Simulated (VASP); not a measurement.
# HfRu3 (Pm-3m) in VASP: reference runs

Reference runs on HfRu3: the cell as given and a disturbed copy.

Everything below comes from runs of VASP 6.6.1. Logs are shortened: lines on timing, memory, paths and dates and some standing lists are left out, and cuts for length are marked.

## (1) Starting point

The structure is cubic, space group Pm-3m (No. 221). Conventional cell: a = 3.956 Å, b = 3.956 Å, c = 3.956 Å, α = 90.00°, β = 90.00°, γ = 90.00°. Around Hf (site symmetry m-3m) lie 12 Ru at 2.80 Å. Around Ru (site symmetry 4/mmm) lie 4 Hf at 2.80 Å and 8 Ru at 2.80 Å.

The cell comes from a database or a generator and needn't be the stable form of this composition.

## (2) Single point, PBE

File INCAR:

```
SYSTEM = HfRu3
PREC = Accurate
ENCUT = 520
EDIFF = 1E-7
ISMEAR = -1
SIGMA = 0.05
LREAL = .False.
LASPH = .True.
NELM = 100
ALGO = Normal
ISIF = 2
LWAVE = .False.
LCHARG = .True.
GGA = PE
LELF = .True.
LVHAR = .True.
NBANDS = 34
```

File KPOINTS:

```
Automatic mesh
0
Gamma
  7 7 7
  0 0 0
```

File POSCAR:

```
HfRu3
1.0
    3.9557730000      0.0000000000      0.0000000000
    0.0000000000      3.9557730000      0.0000000000
    0.0000000000      0.0000000000      3.9557730000
Hf Ru
1 3
Direct
    0.0000000000      0.0000000000      0.0000000000
    0.0000000000      0.5000000000      0.5000000000
    0.5000000000      0.0000000000      0.5000000000
    0.5000000000      0.5000000000      0.0000000000
```

Potentials or basis: VASP PAW PBE potentials, release 64 (Hf_pv, Ru_pv).

On the command line:

```bash
$ cat potpaw_PBE.64/Hf_pv/POTCAR potpaw_PBE.64/Ru_pv/POTCAR > POTCAR
$ mpirun -np 1 vasp_std > vasp.out
```

OUTCAR:

```text
SYSTEM = HfRu3
   PREC = Accurate
   ENCUT = 520
   EDIFF = 1E-7
   ISMEAR = -1
   LREAL = .False.
   LASPH = .True.
   NELM = 100
   ISIF = 2
   GGA = PE

 ion  position               nearest neighbor table
   1  0.000  0.000  0.000-   2 2.80   3 2.80   4 2.80   2 2.80   3 2.80   2 2.80   4 2.80   2 2.80
                             3 2.80   4 2.80   3 2.80   4 2.80
   2  0.000  0.500  0.500-   1 2.80   3 2.80   4 2.80   1 2.80   4 2.80   1 2.80   3 2.80   1 2.80
                             3 2.80   4 2.80   4 2.80   3 2.80
   3  0.500  0.000  0.500-   1 2.80   2 2.80   4 2.80   1 2.80   4 2.80   2 2.80   4 2.80   4 2.80
                             1 2.80   2 2.80   1 2.80   2 2.80
   4  0.500  0.500  0.000-   1 2.80   2 2.80   3 2.80   2 2.80   3 2.80   1 2.80   3 2.80   3 2.80
                             1 2.80   2 2.80   2 2.80   1 2.80

  LATTYP: Found a simple cubic cell.
 ALAT       =     3.9557730000

  Lattice vectors:

 A1 = (   3.9557730000,   0.0000000000,   0.0000000000)
 A2 = (   0.0000000000,   3.9557730000,   0.0000000000)
 A3 = (   0.0000000000,   0.0000000000,   3.9557730000)

Analysis of symmetry for initial positions (statically):
=====================================================================
 Subroutine PRICEL returns:
 Original cell was already a primitive cell.

 Routine SETGRP: Setting up the symmetry group for a
 simple cubic supercell.

 Subroutine GETGRP returns: Found 48 space group operations
 (whereof 48 operations were pure point group operations)
 out of a pool of 48 trial point group operations.

The static configuration has the point symmetry O_h .

Analysis of symmetry for dynamics (positions and initial velocities):
=====================================================================
 Subroutine PRICEL returns:
 Original cell was already a primitive cell.

 Routine SETGRP: Setting up the symmetry group for a
 simple cubic supercell.

 Subroutine GETGRP returns: Found 48 space group operations
 (whereof 48 operations were pure point group operations)
 out of a pool of 48 trial point group operations.

The dynamic configuration has the point symmetry O_h .

 Subroutine INISYM returns: Found 48 space group operations
 (whereof 48 operations are pure point group operations),
 and found     1 'primitive' translations

[... 91 lines left out ...]
   ENCUT  =  520.0 eV  38.22 Ry    6.18 a.u.   7.36  7.36  7.36*2*pi/ulx,y,z
   NELM   =    100;   NELMIN=  2; NELMDL= -5     # of ELM steps
   EDIFF  = 0.1E-06   stopping-criterion for ELM
   LREAL  =      F    real-space projection
   EDIFFG = 0.1E-05   stopping-criterion for IOM
   NSW    =      0    number of steps for IOM
   IBRION =     -1    ionic relax: 0-MD 1-quasi-New 2-CG
   NFREE  =      0    steps in history (QN), initial steepest desc. (CG)
   ISIF   =      2    stress and relaxation
   ISYM   =      2    0-nonsym 1-usesym 2-fastsym
   POTIM  = 0.5000    time-step for ionic-motion
   TEBEG  =    0.0;   TEEND  =   0.0 temperature during run
   PSTRESS=    0.0 pullay stress
   NELECT =      52.0000    total number of electrons
   NUPDOWN=      -1.0000    fix difference up-down
   EMIN   =  10.00;   EMAX   =-10.00  energy-range for DOS
   EFERMI =   0.00;   METHOD = LEGACY
   ISMEAR =    -1;   SIGMA  =   0.05  broadening in eV -4-tet -1-fermi 0-gaus
   EFERMI_NEDOS =   21; number of points for ismear=-14 and -15
   IALGO  =     38    algorithm
   IMIX   =      4    mixing-type and parameters
     AMIX     =   0.40;   BMIX     =  1.00
     AMIX_MAG =   1.60;   BMIX_MAG =  1.00
  volume/ion in A,a.u.               =      15.48       104.43
  Fermi-wavevector in a.u.,A,eV,Ry     =   1.544702  2.919063 32.464901  2.386103
  Thomas-Fermi vector in A             =   2.650185
   LORBIT       =      0    0 simple, 1 ext, 2 COOP (PROOUT), +10 PAW based schemes
   GGA     = PE    functional components
   LHFCALC =     F    Hartree Fock is set to
   AEXX    =    0.0000 exact exchange contribution
   IVDW    =     0    specifies the selected vdW correction
   LEPSILON=     F    determine dielectric tensor
   LRPA    =     F    only Hartree local field effects (RPA)
 non-spin polarized calculation
  energy-cutoff  :      520.00
  volume of cell :       61.90
 maximum number of plane-waves:      1743
 NGX is ok and might be reduce to    30
   NGX = 15   NGY = 15   NGZ = 15

 number of electron      51.9999966 magnetization

 Free energy of the ion-electron system (eV)
  ---------------------------------------------------
  ext. energy  EPLUGINS =         0.00000000
  ---------------------------------------------------
  free energy    TOTEN  =       -38.43660305 eV

  energy without entropy =      -38.39659625  energy(sigma->0) =      -38.41659965

 E-fermi :   9.5856     XC(G=0): -13.2439

 val. band max:        9.5726760499   @ k =   0.4286   0.0000   0.0000
 cond. band min:       9.8117571081   @ k =   0.2857   0.2857   0.2857
 fundamental gap:      0.2390810582
 Fermi energy:         9.5856457421

 k-point     1 :       0.0000    0.0000    0.0000
  band No.  band energies     occupation
      1     -32.8312      2.00000
      2     -32.8312      2.00000
      3     -32.8312      2.00000
      4     -32.4923      2.00000
      5     -32.4923      2.00000
      6     -32.4923      2.00000
[... 729 lines left out ...]
     33      13.8781      0.00000
     34      14.5050      0.00000

------------------------ aborting loop because EDIFF is reached ----------------------------------------

  FORCE on cell =-STRESS in cart. coord.  units (eV):
  Direction    XX          YY          ZZ          XY          YZ          ZX
  --------------------------------------------------------------------------------------
  -------------------------------------------------------------------------------------
  Total       -0.7286074     -0.7286074     -0.7286074      0.0000000      0.0000000     -0.0000000
  in kB      -18.8586283    -18.8586283    -18.8586283      0.0000000      0.0000000     -0.0000000
  external PRESSURE =     -18.8586283 kB  Pullay stress =       0.0000000 kB

 VOLUME and BASIS-vectors are now :
 -----------------------------------------------------------------------------
  energy-cutoff  :      520.00
  volume of cell :       61.90
      direct lattice vectors                 reciprocal lattice vectors
     3.955773000  0.000000000  0.000000000     0.252795092  0.000000000  0.000000000
     0.000000000  3.955773000  0.000000000     0.000000000  0.252795092  0.000000000
     0.000000000  0.000000000  3.955773000     0.000000000  0.000000000  0.252795092

 POSITION                                       TOTAL-FORCE (eV/Angst)
 -----------------------------------------------------------------------------------
      0.00000      0.00000      0.00000         0.000000      0.000000      0.000000
      0.00000      1.97789      1.97789         0.000000      0.000000      0.000000
      1.97789      0.00000      1.97789         0.000000      0.000000      0.000000
      1.97789      1.97789      0.00000         0.000000      0.000000      0.000000
 -----------------------------------------------------------------------------------
    total drift:                                0.000000      0.000000     -0.000000

  FREE ENERGIE OF THE ION-ELECTRON SYSTEM (eV)
  ---------------------------------------------------
  free  energy   TOTEN  =       -38.4366030483 eV

  energy  without entropy=      -38.3965962501  energy(sigma->0) =      -38.41659965
```

stdout:

```text
POSCAR found type information on POSCAR HfRu
 POSCAR found :  2 types and       4 ions
 scaLAPACK will be used
 LDA part: xc-table for (Slater+PW92), standard interpolation
 POSCAR, INCAR and KPOINTS ok, starting setup
 FFT: planning ... GRIDC
 FFT: planning ... GRID_SOFT
 FFT: planning ... GRID
 WAVECAR not read
 entering main loop
```

Run time: 32 s. Hardware: 1 thread of Intel Xeon Platinum 8488C (Sapphire Rapids), shared host; peak memory 0.18 GiB.

What came out:

- Free energy: -38.4366 eV
- Pressure: -1.9 GPa
- Band gap on the k mesh: none (metal or under the smearing width)

Levels at points of the mesh, in eV from the Fermi level:
| k point | band 22 | band 23 | band 24 | band 25 | band 26 | band 27 | band 28 | band 29 | band 30 | band 31 |
| --- | --- | --- | --- | --- | --- | --- | --- | --- | --- | --- |
| (0.00, 0.00, 0.00) | -1.30 | 0.64 | 0.64 | 1.78 | 2.24 | 2.24 | 2.24 | 3.94 | 3.94 | 3.94 |

(Continued in part 2 of 2.)
